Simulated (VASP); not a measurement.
Here is the system:

```yaml
crystal:
  lattice:
    - [0.00000, 2.79196, 2.79196]
    - [2.79196, 0.00000, 2.79196]
    - [2.79196, 2.79196, 0.00000]
  atoms:
    - { symbol: Cd, position: [0.00000, 0.00000, 0.00000] }
    - { symbol: F, position: [0.25000, 0.25000, 0.25000] }
    - { symbol: F, position: [0.75000, 0.75000, 0.75000] }
```

Computed with RPBE GGA, VASP's PBE PAW potentials (set 64) (plane waves; VASP 6.6.1). Numerical set-up: 520 eV cut-off, Gaussian smearing of 0.050 eV, potentials Cd F.

**Question.** Give the energies of bands 3 to 14 at the high-symmetry points, in eV from the valence-band maximum.

**Answer.** 
```
band      Γ      X      U      L      W
----  -----  -----  -----  -----  -----
3     -5.42  -5.15  -5.04  -5.19  -4.96
4     -5.42  -4.78  -4.86  -5.19  -4.78
5     -5.42  -4.78  -4.67  -4.60  -4.72
6     -4.65  -4.57  -4.66  -4.60  -4.67
7     -4.65  -4.45  -4.57  -4.46  -4.67
8     -0.72  -2.90  -2.99  -2.33  -3.07
9     -0.72  -2.40  -2.09  -1.80  -2.30
10    -0.72  -2.40  -2.05  -1.45  -1.29
11    -0.62  -0.32  -0.72  -1.45  -1.29
12    -0.62  -0.07  -0.24  -0.45  -0.39
13    -0.62  -0.07  -0.19  -0.45   0.00
14     2.89   7.26   7.21   6.50   7.30
```

The gap is indirect, 2.89 eV, from the valence maximum at W to the conduction minimum at Γ.

Measured: gap 7.80 eV (computed value off by -4.91 eV), as given by Giancarlo Cappellini et al., Physical Review B (2013), arXiv:1302.2571.

The compound is CdF2 in the fluorite structure. It was relaxed first, which changed the volume by +11 %.
